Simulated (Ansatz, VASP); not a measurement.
**Two plane-wave programs on YW**

```
CELL_PARAMETERS angstrom
0.00000 2.78907 2.78907
2.78907 0.00000 2.78907
2.78907 2.78907 0.00000
ATOMIC_POSITIONS crystal
Y 0.00000 0.00000 0.00000
W 0.50000 0.50000 0.50000
```

Alike in both runs: task relaxation of cell and atoms; functional PBE; k mesh 6 × 6 × 6; occupations gaussian, width 0.1 eV; no spin polarisation.

```csv
,VASP,Ansatz
version,VASP 6.6.1,Ansatz 0.2.0
potentials or method,"VASP PAW PBE potentials, release 64 (Y_sv, W_sv)","scalar-relativistic, plane waves, PAW"
plane-wave cutoff (eV),600,420
valence electrons in the cell,25,25
```

|  | VASP | Ansatz | Ansatz less VASP |
| --- | --- | --- | --- |
| gap on the k mesh at the Fermi level, each at its own relaxed structure (eV) | none | none | - |
| relaxed volume (Å³/atom) | 24.59 | 24.69 | +0.093 |
| relaxed cell length with the largest relative difference (Å) | 4.113 | 4.118 | +0.0052 |
| energy change over the relaxation (meV/atom) | -92 | -92 | -0.5 |

A gap of «none» marks a metal or a gap that the smearing closes.

Spin-orbit coupling is left out, which matters for the levels of W.
